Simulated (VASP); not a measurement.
Calculation: optB86b-vdW, VASP's PBE PAW potentials (set 64) (plane waves; VASP 6.6.1).

VASP ran on this input.

File POSCAR:
```
Sc
1
    1.6273288618    -2.8186161854     0.0000000000
    1.6273288618     2.8186161854     0.0000000000
    0.0000000000     0.0000000000     5.0459462976
Sc
2
Direct
  0.3333330000   0.6666670000   0.2500000000
  0.6666670000   0.3333330000   0.7500000000
```

**INCAR**
```
SYSTEM = Sc
PREC = Accurate
ENCUT = 520
EDIFF = 1E-7
NELM = 100
ALGO = Normal
LREAL = .FALSE.
LASPH = .TRUE.
ISMEAR = 1
SIGMA = 0.1
GGA = MK
PARAM1 = 0.1234
PARAM2 = 1.0
LUSE_VDW = .TRUE.
AGGAC = 0.0
LMAXMIX = 4
LWAVE = .FALSE.
LCHARG = .FALSE.
ISIF = 4
IBRION = 2
NSW = 30
EDIFFG = -0.01
```

**KPOINTS**
```
Automatic
0
G
  13 13 7
```

POTCAR, in this order: Sc_sv (PBE.64 set). Program: vasp_std.

The resulting files:

OSZICAR:
```
       N       E                     dE             d eps       ncg     rms          rms(c)
DAV:   1     0.397188068305E+03    0.39719E+03   -0.11240E+04  2520   0.159E+03
DAV:   2     0.159045693198E+02   -0.38128E+03   -0.37540E+03  3480   0.667E+02
DAV:   3    -0.817608099674E+01   -0.24081E+02   -0.23365E+02  4203   0.195E+02
DAV:   4    -0.855021321934E+01   -0.37413E+00   -0.37255E+00  3857   0.240E+01
DAV:   5    -0.855684728447E+01   -0.66341E-02   -0.65237E-02  4234   0.296E+00    0.814E+00
DAV:   6    -0.745697307654E+01    0.10999E+01   -0.25224E+00  3150   0.213E+01    0.248E+00
DAV:   7    -0.730891240596E+01    0.14806E+00   -0.64185E-01  3269   0.984E+00    0.810E-01
DAV:   8    -0.729992747832E+01    0.89849E-02   -0.23917E-02  3507   0.236E+00    0.215E-01
DAV:   9    -0.729900333101E+01    0.92415E-03   -0.59728E-03  3269   0.970E-01    0.259E-02
DAV:  10    -0.729904157847E+01   -0.38247E-04   -0.14690E-04  4284   0.180E-01    0.840E-03
DAV:  11    -0.729903902587E+01    0.25526E-05   -0.49419E-06  3935   0.326E-02    0.231E-03
DAV:  12    -0.729904041566E+01   -0.13898E-05   -0.50203E-07  2891   0.898E-03    0.104E-03
DAV:  13    -0.729904005210E+01    0.36355E-06   -0.48857E-08  1988   0.450E-03    0.117E-04
DAV:  14    -0.729904005103E+01    0.10714E-08   -0.13886E-08  1876   0.333E-03
   1 F= -.72990401E+01 E0= -.72983885E+01  d E =-.729904E+01
       N       E                     dE             d eps       ncg     rms          rms(c)
DAV:   1    -0.729942229210E+01   -0.38224E-03   -0.47446E-02  2709   0.467E+00    0.142E-01
DAV:   2    -0.729936312920E+01    0.59163E-04   -0.34191E-03  4039   0.968E-01    0.908E-02
DAV:   3    -0.729918325480E+01    0.17987E-03   -0.59608E-04  4608   0.354E-01    0.131E-02
DAV:   4    -0.729917945434E+01    0.38005E-05   -0.28594E-05  3762   0.915E-02    0.652E-03
DAV:   5    -0.729917959714E+01   -0.14279E-06   -0.11151E-06  3577   0.188E-02    0.145E-03
DAV:   6    -0.729917964238E+01   -0.45248E-07   -0.75062E-08  1708   0.495E-03
   2 F= -.72991796E+01 E0= -.72985732E+01  d E =-.139591E-03
       N       E                     dE             d eps       ncg     rms          rms(c)
DAV:   1    -0.729938839321E+01   -0.20880E-03   -0.33039E-02  2667   0.390E+00    0.118E-01
DAV:   2    -0.729934823694E+01    0.40156E-04   -0.23822E-03  4032   0.808E-01    0.757E-02
DAV:   3    -0.729922296498E+01    0.12527E-03   -0.41420E-04  4617   0.295E-01    0.109E-02
DAV:   4    -0.729922032425E+01    0.26407E-05   -0.19842E-05  3798   0.763E-02    0.540E-03
DAV:   5    -0.729922045478E+01   -0.13054E-06   -0.76761E-07  3339   0.157E-02    0.122E-03
DAV:   6    -0.729922049557E+01   -0.40786E-07   -0.51205E-08  1631   0.406E-03
   3 F= -.72992205E+01 E0= -.72986546E+01  d E =-.180445E-03
```

File OUTCAR:
```
------------------------ aborting loop because EDIFF is reached ----------------------------------------
  FORCE on cell =-STRESS in cart. coord.  units (eV):
  Direction    XX          YY          ZZ          XY          YZ          ZX
  --------------------------------------------------------------------------------------
  Total        0.5208957      0.5208957      0.5171962      0.0000000      0.0000000      0.0000000
  in kB       18.0292420     18.0292408     17.9011937      0.0000000      0.0000000      0.0000000
  external PRESSURE =      17.9865588 kB  Pullay stress =       0.0000000 kB
  volume of cell :       46.29
      direct lattice vectors                 reciprocal lattice vectors
     1.629928344 -2.823118616  0.000000000     0.306761952 -0.177109101 -0.000000000
     1.629928344  2.823118616  0.000000000     0.306761952  0.177109101  0.000000000
     0.000000000 -0.000000000  5.029864142    -0.000000000  0.000000000  0.198812527
 POSITION                                       TOTAL-FORCE (eV/Angst)
 -----------------------------------------------------------------------------------
      1.62993      0.94104      1.25747        -0.000000     -0.000000     -0.000000
      1.62993     -0.94104      3.77240         0.000000      0.000000      0.000000
 -----------------------------------------------------------------------------------
    total drift:                                0.000115      0.000677     -0.000015
  FREE ENERGIE OF THE ION-ELECTRON SYSTEM (eV)
  ---------------------------------------------------
  free  energy   TOTEN  =        -7.2992204956 eV

  energy  without entropy=       -7.2975229284  energy(sigma->0) =       -7.29865464

 reached required accuracy - stopping structural energy minimisation
```
(Selected blocks of OUTCAR.)

### CONTCAR
```
Sc
   1.00000000000000
     1.6299283438227425   -2.8231186160587134    0.0000000000000000
     1.6299283438227425    2.8231186160587134    0.0000000000000000
     0.0000000000000000   -0.0000000000000000    5.0298641415268808
  Sc
     2
Direct
     0.3333330000000032    0.6666669999999968    0.2500000000000000
     0.6666669999999968    0.3333330000000032    0.7500000000000000
```

The compound is Sc in the hcp structure. This cell is one point of a volume scan, at 0.97 of the reference volume. Symmetry was kept, so distortions that lower it aren't found.
